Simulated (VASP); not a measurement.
```
CELL_PARAMETERS angstrom
      0.00000     2.92450     2.92450
      2.92450     0.00000     2.92450
      2.92450     2.92450     0.00000
ATOMIC_POSITIONS crystal
  Pb 0.00000 0.00000 0.00000
  F  0.25000 0.25000 0.25000
  F  0.75000 0.75000 0.75000
```

All values below come from MS2 meta-GGA, VASP's PBE PAW potentials (set 64) (plane waves; VASP). Run with 520 eV cut-off, 7×7×7 Γ-centred mesh, Gaussian smearing of 0.050 eV, potentials Pb_d F.

### Question
Give the stress tensor in GPa (positive for a compressed cell).

### Answer

```
2.55  0.00  0.00
0.00  2.55  0.00
0.00  0.00  2.55
```
The pressure is its mean diagonal, 2.55 GPa.

The compound is PbF2 in the fluorite structure, the β form. This cell is one point of a volume scan, at 0.97 of the reference volume.
